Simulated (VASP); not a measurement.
Calculation: LDA (Ceperley-Alder, Perdew-Zunger), VASP's LDA PAW potentials (set 64) (plane waves; VASP).

VASP input:

**INCAR**
```
ALGO = Normal
EDIFF = 1E-6
ENCUT = 300
ISIF = 2
ISMEAR = 0
LASPH = T
LCHARG = F
LMAXMIX = 4
LREAL = F
LWAVE = F
NELM = 100
PREC = Accurate
SIGMA = 0.136
SYSTEM = NbH
```

### POSCAR
```
NbH
4.827290
  0.3841126181  -0.4981443004   0.0000000000
  0.3841126181   0.4981443004   0.0000000000
  0.0000000000   0.0000000000   1.0000000000
Nb H
2 2
Cartesian
  0.3841406583  -0.2537960526   0.2671720000
  0.3710593190   0.2544466291   0.7377160000
  0.2061405664  -0.0067852235  -0.0001200000
  0.5751103127   0.0061351452  -0.0047690000
```

**KPOINTS**
```
Automatic mesh
0
Gamma
11 11 7
0 0 0
```

POTCAR, in this order: Nb_sv H (LDA.64 set). Program: vasp_std.

At this cut-off the stress carries a Pulay error, which pulls relaxed volumes low.

Question: Estimate the energy per atom (σ→0), pressure, largest force, band gap (on the k-mesh).

Answer: 
The energy per atom (σ→0) comes out as -7.550 eV/atom and the band gap (on the k-mesh) is none (metal, semimetal or under 0.01 eV). The pressure comes out as -13.89 GPa and the largest force is 0.702 eV/Å.

**OSZICAR**
```
...
DAV:   7    -0.302092992117E+02    0.22559E+00   -0.13162E+00 28174   0.842E+00    0.141E+00
DAV:   8    -0.302073573634E+02    0.19418E-02   -0.85305E-02 23390   0.265E+00    0.787E-01
DAV:   9    -0.302054970174E+02    0.18603E-02   -0.40980E-02 23856   0.203E+00    0.312E-01
DAV:  10    -0.302045278928E+02    0.96912E-03   -0.10741E-02 27632   0.111E+00    0.540E-02
DAV:  11    -0.302044991642E+02    0.28729E-04   -0.52369E-04 21544   0.206E-01    0.260E-02
DAV:  12    -0.302045040596E+02   -0.48954E-05   -0.26406E-05 26328   0.479E-02    0.522E-03
DAV:  13    -0.302045039278E+02    0.13184E-06   -0.18046E-06 14712   0.153E-02
   1 F= -.30204504E+02 E0= -.30199543E+02  d E =-.992253E-02
```

The structure comes from a computed database's NbH entry (Cmme); how it stands against other phases isn't given here. The cell was not relaxed at this level, atoms are displaced from their ideal sites.
